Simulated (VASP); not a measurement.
Given:

```
SnSe2
1.0
    1.92080    -3.32692     0.00000
    1.92080     3.32692     0.00000
    0.00000     0.00000     6.44972
Sn Se
1 2
Direct
  0.00000   0.00000   0.00000
  0.33333   0.66667   0.24406
  0.66667   0.33333   0.75594
```

Computed with SCAN meta-GGA, VASP's PBE PAW potentials (set 64) (plane waves; VASP). Numerical set-up: 520 eV cut-off, 8×8×4 Γ-centred mesh, tetrahedra with Blöchl corrections, potentials Sn_d Se.

The cores are frozen, which limits the accuracy of field gradients.

Q: Give the principal components of the electric field gradient (V/Å²) and the asymmetry η at each nucleus.

A: 
```json
[
 {"atom": "Sn1", "Vxx": "-1.9", "Vyy": "-1.9", "Vzz": "3.8", "η": "0.00"},
 {"atom": "Se2", "Vxx": "40.2", "Vyy": "40.2", "Vzz": "-80.4", "η": "0.00"},
 {"atom": "Se3", "Vxx": "40.2", "Vyy": "40.2", "Vzz": "-80.4", "η": "0.00"}
]
```

The compound is SnSe2 in the 1T layered structure. It was relaxed first, which changed the volume by +7 %.
